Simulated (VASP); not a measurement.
Input:

```yaml
crystal:
  lattice:
    - [1.84210, -3.19060, 0.00000]
    - [1.84210, 3.19060, 0.00000]
    - [0.00000, 0.00000, 5.67525]
  atoms:
    - { symbol: Y, position: [0.33333, 0.66667, 0.25000] }
    - { symbol: Y, position: [0.66667, 0.33333, 0.75000] }
```

All values below come from r2SCAN meta-GGA with spin-orbit coupling, VASP's PBE PAW potentials (set 64) (plane waves; VASP 6.6.1). Numerical set-up: 400 eV cut-off, 10×10×6 Γ-centred mesh, Gaussian smearing of 0.050 eV, potentials Y_sv.

Problem. Give the energies of bands 17 to 29 at the high-symmetry points, in eV from the Fermi level.

Solution. 
| band | Γ | M | K | A | L | H |
|---|---|---|---|---|---|---|
| 17 | -4.87 | -1.71 | -0.77 | -3.36 | -1.63 | -0.45 |
| 18 | -4.87 | -1.71 | -0.77 | -3.36 | -1.63 | -0.45 |
| 19 | -1.82 | -1.17 | -0.71 | -3.36 | -1.63 | -0.40 |
| 20 | -1.82 | -1.17 | -0.71 | -3.36 | -1.63 | -0.40 |
| 21 | 0.85 | -0.76 | -0.65 | 1.15 | 0.13 | -0.25 |
| 22 | 0.85 | -0.76 | -0.65 | 1.15 | 0.13 | -0.25 |
| 23 | 1.93 | -0.27 | -0.55 | 1.15 | 0.13 | -0.24 |
| 24 | 1.93 | -0.27 | -0.55 | 1.15 | 0.13 | -0.24 |
| 25 | 2.00 | 1.58 | 1.24 | 1.84 | 1.39 | 0.34 |
| 26 | 2.00 | 1.58 | 1.24 | 1.84 | 1.39 | 0.34 |
| 27 | 2.45 | 1.65 | 1.26 | 1.84 | 1.39 | 0.40 |
| 28 | 2.45 | 1.65 | 1.26 | 1.85 | 1.39 | 0.40 |
| 29 | 2.61 | 2.33 | 2.62 | 1.90 | 2.98 | 3.06 |

It has no gap at this level: it comes out as a metal or semimetal.

The compound is Y in the hcp structure. It was relaxed first.
